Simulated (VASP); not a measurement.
Input:

```xyz
4
Lattice="-0.1126 4.0359 3.9717 4.0359 -0.1126 3.9717 1.9617 1.9617 0.0000" Properties=species:S:1:pos:R:3 pbc="T T T"
Ir     0.0000     0.0000     0.0000
Au     2.0179    -0.0563     1.9858
Au    -0.0563     2.0179     1.9858
Au     1.9617     1.9617     3.9717
```

These are PBEsol GGA, VASP's PBE PAW potentials (set 64) (plane waves; VASP) values and carry that method's errors. Numerical set-up: 400 eV cut-off, 7×7×15 Γ-centred mesh, tetrahedra with Blöchl corrections, potentials Ir Au.

The cores are frozen, which limits the accuracy of field gradients.

Question: Give the principal components of the electric field gradient (V/Å²) and the asymmetry η at each nucleus.

Answer: 
```json
[
 {"atom": "Ir1", "Vxx": "-29.0", "Vyy": "-22.8", "Vzz": "51.7", "η": "0.12"},
 {"atom": "Au2", "Vxx": "-42.9", "Vyy": "-5.7", "Vzz": "48.6", "η": "0.77"},
 {"atom": "Au3", "Vxx": "-42.9", "Vyy": "-5.7", "Vzz": "48.6", "η": "0.77"},
 {"atom": "Au4", "Vxx": "20.4", "Vyy": "7.3", "Vzz": "-27.7", "η": "0.47"}
]
```

The structure was generated: Au3Ir was put into an ordered model structure (Cmmm), which need not be its known phase. It was relaxed first.
